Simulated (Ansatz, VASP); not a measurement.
**One calculation of PIr, two programs**

```
Ir P
1.0
     0.00000    2.48113    2.48113
     2.48113    0.00000    2.48113
     2.48113    2.48113    0.00000
Ir P
1 1
Direct
  0.00000 0.00000 0.00000
  0.50000 0.50000 0.50000
```

Change from the starting cell: volume scaled by 1.02.

Alike in both runs: task single point; functional PBE; k mesh 13 × 13 × 13; occupations fermi-dirac, width 0.05 eV; no spin polarisation.

|  | VASP | Ansatz |
| --- | --- | --- |
| version | VASP 6.6.1 | Ansatz 0.2.0 |
| potentials or method | VASP PAW PBE potentials, release 64 (Ir, P), cutoff 520 eV | all-electron LAPW, scalar-relativistic |

Ansatz gave:

* pressure (GPa): -3.9

Q: What did VASP give for the same quantities?

A: Pressure (GPa): -3.5.

Ansatz ran all-electron here, so the differences hold the error of VASP's frozen core and of both bases.

The runs have no spin-orbit coupling, so splittings on Ir are missing.
